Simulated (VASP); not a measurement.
SiNi (space group Pnma): the measured cell of entry 1532040 of the Crystallography Open Database is

Space group Pnma (No. 62); a = 5.1752 Å, b = 3.3321 Å, c = 5.6094 Å, α = β = γ = 90.00°

```csv
atom,site,symmetry,x,y,z
Ni,4c,.m.,0.0079,0.2500,0.1873
Si,4c,.m.,0.1785,0.2500,0.5817
```

These are PBEsol GGA, VASP's PBE PAW potentials (set 64) (plane waves; VASP) values and carry that method's errors. Numerical set-up: 400 eV cut-off, 7×10×6 Γ-centred mesh, tetrahedra with Blöchl corrections, potentials Ni Si.

The calculation is for a static lattice at zero pressure; the measurement, whose temperature isn't given here, holds thermal and zero-point expansion. The entry's conditions were not checked, so it may have been measured under pressure.

### Question
How far does the relaxed conventional cell lie from the measured one?

### Answer

```csv
,measured,computed,difference
a (Å),5.175,5.128,-0.9 %
b (Å),3.332,3.331,-0.0 %
c (Å),5.609,5.526,-1.5 %
V (Å³/atom),12.09,11.80,-2.4 %
```

The structure comes from a measured SiNi entry (Pnma) of the Crystallography Open Database, whose conditions weren't checked. It was relaxed first. Symmetry was kept, so distortions that lower it aren't found.
